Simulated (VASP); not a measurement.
A run of VASP 6.6.1:

The input INCAR:

```
SYSTEM = RuF2
  PREC = Accurate
  ENCUT = 520
  EDIFF = 1E-6
  ISMEAR = 0
  SIGMA = 0.05
  LREAL = .FALSE.
  LASPH = .TRUE.
  NELM = 60
  ALGO = Normal
  ISIF = 2
  LWAVE = .FALSE.
  LCHARG = .FALSE.
  LMAXMIX = 4
  LDAU = .TRUE.
  LDAUTYPE = 2
  LDAUL = 2 -1
  LDAUU = 3 0
  LDAUJ = 0 0
  LDAUPRINT = 1
  GGA = PE
```

File KPOINTS:

```
regular mesh
0
G
  7 7 7
  0 0 0
```

Contents of POSCAR:

```
RuF2
1.0
    0.0000000000      2.4087449400      2.4087449400
    2.4087449400      0.0000000000      2.4087449400
    2.4087449400      2.4087449400      0.0000000000
Ru F
1 2
Direct
    0.0000000000      0.0000000000      0.0000000000
    0.2500000000      0.2500000000      0.2500000000
    0.7500000000      0.7500000000      0.7500000000
```

Potentials or basis: VASP PAW PBE potentials, release 64 (Ru_pv, F).

Run with:

```bash
$ cat potpaw_PBE.64/Ru_pv/POTCAR potpaw_PBE.64/F/POTCAR > POTCAR
$ mpirun -np 1 vasp_std > vasp.out
```

Hardware: 1 thread of AMD EPYC 9R45 96-Core Processor (Zen 5) (shared host).

Q: Estimate the wall time of this run.

A: It took 5.7 s on 1 thread of AMD EPYC 9R45 96-Core Processor (Zen 5), on a shared host, peak memory 0.13 GiB. Counts: scf iterations 13, k points 20.
